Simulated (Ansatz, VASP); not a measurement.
# H136Cl6O65: VASP beside Ansatz

Aim: how closely do two programs agree when they are given the same cell, functional and k mesh? The cell is taken from a series of runs on this material, whose earlier steps may have relaxed, scaled, displaced or heated it; both programs get it as it stands.

Program: Ansatz 0.2.0. Level of theory: plane waves, with VASP 6.6.1 beside it; single point at PBEsol. Results are calculated unless marked as measured.

## 1. Set-up

The cell holds 207 atoms: 65 O, 136 H and 6 Cl. Its edges and angles: a = 12.844 Å, b = 12.844 Å, c = 12.844 Å, α = 90.0°, β = 90.0°, γ = 90.0°.

## 2. VASP: single point, PBEsol

A single point gives forces, pressure and levels at one fixed geometry, so differences don't come from the geometry; what else differs is listed under the comparison.

Lines of VASP's logs that name or quote its potential files are left out, and so is its time.

Input file INCAR:

```
SYSTEM = H136Cl6O65
PREC = Accurate
ENCUT = 600
EDIFF = 1E-06
NELM = 120
ISMEAR = 0
SIGMA = 0.01
LREAL = Auto
ALGO = Normal
GGA = PS
NBANDS = 428
LORBIT = 11
LWAVE = .FALSE.
LCHARG = .FALSE.
ISIF = 2
LASPH = .TRUE.
GGA_COMPAT = .FALSE.
EFERMI = MIDGAP
```

Input file POSCAR:

```
H136Cl6O65
1.0
   12.8444800000      0.0000000000      0.0000000000
    0.0000000000     12.8444800000      0.0000000000
    0.0000000000      0.0000000000     12.8444800000
O H Cl
65 136 6
Direct
    0.4746200000      0.3103800000      0.7181300000
    0.8803000000      0.9330500000      0.1383600000
    0.6318100000      0.0692200000      0.1102100000
    0.9763900000      0.7752400000      0.6891000000
    0.8597500000      0.3837500000      0.4407100000
    0.5761700000      0.3992400000      0.9328000000
    0.0034700000      0.5081500000      0.3360700000
    0.7631400000      0.4890600000      0.6060400000
    0.0939100000      0.9872900000      0.6553000000
    0.8221600000      0.4489000000      0.1731800000
    0.5483700000      0.7047900000      0.8310400000
    0.1601800000      0.5508700000      0.4913900000
    0.9377000000      0.3062000000      0.2633200000
    0.2290900000      0.6412200000      0.2595200000
    0.9902800000      0.7630300000      0.1980000000
    0.2025400000      0.7778200000      0.7538300000
    0.4539600000      0.4904300000      0.6111500000
    0.0071400000      0.0434100000      0.2920000000
    0.4149100000      0.2088700000      0.5437700000
    0.5702000000      0.9419600000      0.4190400000
    0.3202000000      0.9440500000      0.1830700000
    0.8739900000      0.9437600000      0.7744200000
    0.6175300000      0.0962100000      0.7483400000
    0.9526700000      0.9221200000      0.4918500000
    0.3845500000      0.2333400000      0.0837600000
    0.0054200000      0.1593300000      0.7494400000
    0.7703400000      0.3550400000      0.9418600000
    0.8505400000      0.6897500000      0.8325200000
    0.5068800000      0.1096700000      0.9396300000
    0.2337900000      0.2269600000      0.7671200000
[... 171 atom lines left out ...]
    0.0767800000      0.5537600000      0.0840800000
    0.7356700000      0.9824700000      0.5919700000
    0.6830800000      0.6511200000      0.1893400000
    0.5369900000      0.1944000000      0.3084200000
    0.0049300000      0.5299300000      0.6790000000
    0.7929000000      0.1249600000      0.9227200000
```

Input file KPOINTS:

```
Automatic mesh
0
Gamma
1 1 1
0 0 0
```

The projector-augmented-wave data sets are O, H and Cl (PBE family, release 64).

The run is started by

```sh
export OMP_NUM_THREADS=3
mpirun -np 1 vasp_gam
```

Numbers of over 12 decimals in the logs are rounded to 6 here.

What it wrote:

```text
[banner, memory and clock lines left out]
running    1 mpi-ranks, on    1 nodes
[...]
Offloading initialized ...    1 GPUs detected
[...]
|                                                                             |
|               ----> ADVICE to this user running VASP <----                  |
|                                                                             |
|     You enforced a specific xc type in the INCAR file but a different       |
|     [... a line on the potential file left out ...]
|     I HOPE YOU KNOW WHAT YOU ARE DOING!                                     |
|                                                                             |

 LDA part: xc-table for (Slater+PW92), standard interpolation
 POSCAR, INCAR and KPOINTS ok, starting setup
[...]
entering main loop
       N       E                     dE             d eps       ncg     rms          rms(c)
DAV:   1     0.491639386312E+04    0.49164E+04   -0.33061E+05   880   0.139E+03
DAV:   2    -0.532759762029E+03   -0.54492E+04   -0.52071E+04  1092   0.318E+02
DAV:   3    -0.107611047387E+04   -0.54335E+03   -0.53917E+03  1040   0.103E+02
DAV:   4    -0.108604761179E+04   -0.99371E+01   -0.99012E+01  1032   0.152E+01
[...]
DAV:  18    -0.999263947621E+03   -0.26015E-05   -0.16093E-05   976   0.790E-03    0.445E-03
DAV:  19    -0.999263948870E+03   -0.12483E-05   -0.25635E-06   872   0.526E-03    0.197E-03
DAV:  20    -0.999263949084E+03   -0.21428E-06   -0.15297E-06   776   0.315E-03
   1 F= -.99926395E+03 E0= -.99926395E+03  d E =0.000000E+00
```

Parts of OUTCAR (step 2):

```text
  FREE ENERGIE OF THE ION-ELECTRON SYSTEM (eV)
  ---------------------------------------------------
  free  energy   TOTEN  =      -999.2639490839 eV

  energy  without entropy=     -999.2639490839  energy(sigma->0) =     -999.26394908
```

The run ends at a pressure of -2.34 GPa, with forces up to 2.9 eV/Å.

## 3. Ansatz: single point, PBEsol

Ansatz runs on its default PAW (the set named soft_2) files.

The same cell, functional and mesh now go to Ansatz, which takes its cutoff from its data sets.

Input file input.yaml:

```yaml
crystal:
  lattice:
    - [12.84448, 0.0, 0.0]
    - [0.0, 12.84448, 0.0]
    - [0.0, 0.0, 12.84448]
  atoms:
    - { symbol: O, position: [0.47462, 0.31038, 0.71813] }
    - { symbol: H, position: [0.42784, 0.28438, 0.66255] }
    - { symbol: H, position: [0.54577, 0.28745, 0.70236] }
    - { symbol: H, position: [0.469, 0.38681, 0.70608] }
    - { symbol: O, position: [0.8803, 0.93305, 0.13836] }
    - { symbol: H, position: [0.93087, 0.8771, 0.14011] }
    - { symbol: H, position: [0.83296, 0.9224, 0.20024] }
    - { symbol: H, position: [0.92699, 0.98306, 0.17271] }
    - { symbol: O, position: [0.63181, 0.06922, 0.11021] }
    - { symbol: H, position: [0.70515, 0.08978, 0.0901] }
    - { symbol: H, position: [0.59017, 0.08705, 0.04599] }
    - { symbol: H, position: [0.60006, 0.11941, 0.15816] }
    - { symbol: O, position: [0.97639, 0.77524, 0.6891] }
    - { symbol: H, position: [0.92796, 0.83073, 0.71513] }
    - { symbol: H, position: [0.05191, 0.77954, 0.70886] }
    - { symbol: H, position: [0.94361, 0.70699, 0.70818] }
    - { symbol: O, position: [0.85975, 0.38375, 0.44071] }
    - { symbol: H, position: [0.79641, 0.36762, 0.40437] }
    - { symbol: H, position: [0.84898, 0.4563, 0.46294] }
    - { symbol: H, position: [0.9149, 0.37324, 0.38332] }
    - { symbol: O, position: [0.57617, 0.39924, 0.9328] }
    - { symbol: H, position: [0.54709, 0.42212, 0.00108] }
    - { symbol: H, position: [0.61114, 0.45526, 0.89064] }
    - { symbol: H, position: [0.62831, 0.34854, 0.9606] }
    - { symbol: O, position: [0.00347, 0.50815, 0.33607] }
    - { symbol: H, position: [0.05999, 0.51364, 0.38932] }
    - { symbol: H, position: [0.03509, 0.50258, 0.26514] }
    - { symbol: O, position: [0.76314, 0.48906, 0.60604] }
    - { symbol: H, position: [0.75283, 0.56402, 0.58775] }
    - { symbol: H, position: [0.83534, 0.47868, 0.63325] }
[... 171 atom lines left out ...]
    - { symbol: Cl, position: [0.07678, 0.55376, 0.08408] }
    - { symbol: Cl, position: [0.73567, 0.98247, 0.59197] }
    - { symbol: Cl, position: [0.68308, 0.65112, 0.18934] }
    - { symbol: Cl, position: [0.53699, 0.1944, 0.30842] }
    - { symbol: Cl, position: [0.00493, 0.52993, 0.679] }
    - { symbol: Cl, position: [0.7929, 0.12496, 0.92272] }
kpoints:
  mp_grid: { grid: [1, 1, 1] }
hamiltonian:
  xc: pbesol
scf:
  occupations: { method: fixed }
output:
  forces: true
  stress: true
  populations: true
  dos:
    method: { smearing: { sigma: 0.15 } }
    de: 0.1
    projected: { site_lists: { Cl: [Cl], H: [H], O: [O] } }
  eigenvalues: true
  write_density: true
  write_potential: true
  volumetric_format: npy
```

The run is started by

```sh
ansatz run input.yaml --threads 8 --pin off --max-ram 15872MiB --backend cpu --events-out ev --progress --plain --runs-dir out
```

What it wrote:

```text
Engine: ansatz 0.2.0, aarch64-unknown-linux-gnu
Pseudopotentials: kind: paw
Pseudopotential: O, paw, valence charge 6, recommended cutoff 420 eV (normal), O.paw.azcp
Pseudopotential: H, paw, valence charge 1, recommended cutoff 420 eV (normal), H.paw.azcp
Pseudopotential: Cl, paw, valence charge 7, recommended cutoff 420 eV (normal), Cl.paw.azcp
Functional definition: PBEsol
  exchange = pbesol_x
  correlation = pbesol_c
Crystal: 207 atoms, lattice volume = 2119.091 Å³
Basis set: ecut = 420 eV, 41395 PW (Γ), exchange–correlation on 180×180×180 points (8 copies of the dense FFT grid, shifted against one another)
Bands: 491, of which v1, the nominal top of the filled ones, is band 284 counted from 1 (283 counted from 0)
Symmetry: 1 space group operations
Space group: P1 (ITA 1), of the structure as read, at distance tolerance 1.3e-4 Å
k-points: 1
Non-local potential: O, projectors of the file, l = 0: 2, l = 1: 2, l = 2: 1
Non-local potential: H, projectors of the file, l = 0: 2, l = 1: 1
Non-local potential: Cl, projectors of the file, l = 0: 2, l = 1: 2, l = 2: 2
PAW form: soft (Blöchl's): semilocal exchange-correlation on the pseudo side does not see the compensation charge
PAW frozen core: O, regenerated for the run's functional, and the local potential with it (the file was generated under x = pbe(κ = 0.804, μ = 0.219515), c = pbe(β = 0.066725))
PAW frozen core: Cl, regenerated for the run's functional, and the local potential with it (the file was generated under x = pbe(κ = 0.804, μ = 0.219515), c = pbe(β = 0.066725))
PAW one-centre angular grid: O, 110 points (default); XC on 64 Gauss nodes
PAW one-centre angular grid: H, 110 points (default); XC on 64 Gauss nodes
PAW one-centre angular grid: Cl, 110 points (default); XC on 64 Gauss nodes
Initial density: superposition of atomic densities (neutral atoms: chi_scale 0, normalization atom), corrected by the library's trained network
Initial wavefunctions: pseudopotential atomic-orbital guess
Functional: x = pbesol(κ = 0.804, μ = 0.123457), c = pbesol(β = 0.046)
SCF iter   1: F=—  HF=-44983.864670 eV  |F-HF|=—  |Δ(HF+E_count)|=         —  Δρ=6.12e-3  dr2=6.54e-1  ethr=1.77e-3  ⟨swp⟩=5.0  Hψ=1764  notcnv=0  defer=204
preconditioner: auto → Resta (q_TF=auto, 2.191 Å⁻¹)  ε∞=2.2  [insulator: Δε(μ)=3.818 eV  Ē_g=17.031 eV  n_scr=388 (ndim 8)  ℏωp=19.0 eV  f_vac=0.241  ε∞_Penn≈2.2]
SCF iter   2: F=—  HF=-44983.651670 eV  |F-HF|=—  |Δ(HF+E_count)|=   2.13e-1  Δρ=2.36e-3  dr2=9.37e-2  ethr=1.15e-4  ⟨swp⟩=2.0  Hψ=820  notcnv=0  defer=204
SCF iter   3: F=—  HF=-44983.623123 eV  |F-HF|=—  |Δ(HF+E_count)|=   2.85e-2  Δρ=1.03e-3  dr2=2.47e-2  ethr=1.65e-5  ⟨swp⟩=2.0  Hψ=553  notcnv=0  defer=205
SCF iter   4: F=—  HF=-44983.620571 eV  |F-HF|=—  |Δ(HF+E_count)|=   2.55e-3  Δρ=2.76e-4  dr2=1.61e-3  ethr=4.36e-6  ⟨swp⟩=3.0  Hψ=497  notcnv=0  defer=205
SCF iter   5: F=—  HF=-44983.620862 eV  |F-HF|=—  |Δ(HF+E_count)|=   2.91e-4  Δρ=1.44e-4  dr2=3.61e-4  ethr=2.83e-7  ⟨swp⟩=3.0  Hψ=579  notcnv=0  defer=205
SCF iter   6: F=—  HF=-44983.620974 eV  |F-HF|=—  |Δ(HF+E_count)|=   1.11e-4  Δρ=4.82e-5  dr2=4.99e-5  ethr=6.36e-8  ⟨swp⟩=3.0  Hψ=577  notcnv=0  defer=203
SCF iter   7: F=—  HF=-44983.621273 eV  |F-HF|=—  |Δ(HF+E_count)|=   2.99e-4  Δρ=1.29e-5  dr2=2.97e-6  ethr=8.78e-9  ⟨swp⟩=2.0  Hψ=754  notcnv=0  defer=200
SCF iter   8: F=—  HF=-44983.621277 eV  |F-HF|=—  |Δ(HF+E_count)|=   4.39e-6  Δρ=7.72e-6  dr2=9.81e-7  ethr=5.23e-10  ⟨swp⟩=3.0  Hψ=577  notcnv=0  defer=200
SCF iter   9: F=-44983.621277 eV  HF=-44983.621277 eV  |F-HF|=5.19e-8  |Δ(HF+E_count)|=   3.63e-7  Δρ=1.77e-6  dr2=6.87e-8  ethr=1.76e-11  ⟨swp⟩=20.0  Hψ=4920  notcnv=0
SCF 1 converged in 9 iterations: F = -44983.621277 eV  dr2 = 6.87e-8
  greatest PAW one-centre occupation: 0.904 electrons in one spin orbital (limit 2), on the Cl atom at site 203 (counted from 0), in its partial waves of l = 0
[...]
--- Löwdin populations: 207 sites ---
  site symbol       q [e]
     0      O      6.4871
     1      H      0.5610
     2      H      0.5662
     3      H      0.5669
     4      O      6.4753
     5      H      0.5697
     6      H      0.5798
     7      H      0.5656
     8      O      6.4670
     9      H      0.5623
    10      H      0.5762
    11      H      0.5799
    12      O      6.4826
    13      H      0.5733
    14      H      0.5686
    15      H      0.5753
    16      O      6.4646
    17      H      0.5617
    18      H      0.5748
    19      H      0.5800
    20      O      6.4922
    21      H      0.5710
    22      H      0.5761
    23      H      0.5635
[...]
199      H      0.6531
   200      H      0.6220
   201     Cl      7.5713
   202     Cl      7.4806
   203     Cl      7.4458
   204     Cl      7.5594
   205     Cl      7.5677
   206     Cl      7.5293
  spilling = 0.010572 (of n_electrons = 568.000000)
```

## 4. Comparison

Known differences besides the potentials themselves: fixed occupations in Ansatz, narrow Gaussian smearing in VASP; the cutoff is 420 eV in Ansatz and 600 eV in VASP (PREC = Accurate, projectors in real space); Ansatz makes its cores anew for this functional, VASP keeps those of its PBE data sets. Total energies have different zeros and are not compared.

Compared:

```csv
quantity,Ansatz,VASP,difference
pressure (GPa),-2.31,-2.34,+0.03
gap on the k mesh (eV),3.710,3.682,+0.028
```

Forces on 7 of the 207 atoms, those with the largest forces and the largest differences (eV/Å; atoms numbered as in POSCAR):

```
atom          Ansatz x, y, z            VASP x, y, z
  O1    -1.416, 0.310, 1.138    -1.403, 0.322, 1.103
  O5    1.678, -0.304, 0.313    1.738, -0.265, 0.288
 H67   1.351, -0.078, -0.918   1.438, -0.117, -0.895
 H69    0.749, -2.617, 0.087    0.829, -2.738, 0.040
 H70   -1.317, -0.806, 0.032   -1.425, -0.813, 0.070
 H71     0.696, 2.226, 0.108     0.768, 2.354, 0.128
 H78  -2.346, -0.436, -0.604  -2.472, -0.504, -0.640
```

The forces differ by 52 meV/Å r.m.s., which is 10.4 % of the r.m.s. force of 0.498 eV/Å (both taken over all components). A gap on the mesh is an upper bound, since the band edges may lie between its points.

## 5. Outcome

| Property | Result |
| --- | --- |
| r.m.s. force difference (single point, PBEsol) | 10 % of the r.m.s. force |

**Reading.** The r.m.s. force difference is 10 % of the r.m.s. force (single point, PBEsol), beyond the 3 % picked in this series as the mark of a large difference. What causes the difference of the single point, PBEsol pair stays open here. Such differences can come from data sets, numerical settings and the points named under the comparisons, not from the functional's error against experiment.

[Lines on the potential files, build, host, timing and source positions are cut from VASP's logs without a mark.]

[Logs are printed without paths, hosts, clocks, repeated set-up lines and the standing remarks that a program may print on its own settings, such as how far it seeks lower states.]

[Hosts, paths, dates, database ids (printed as entryN), source tags and the programs' standing remarks are cut or masked in the printed files.]
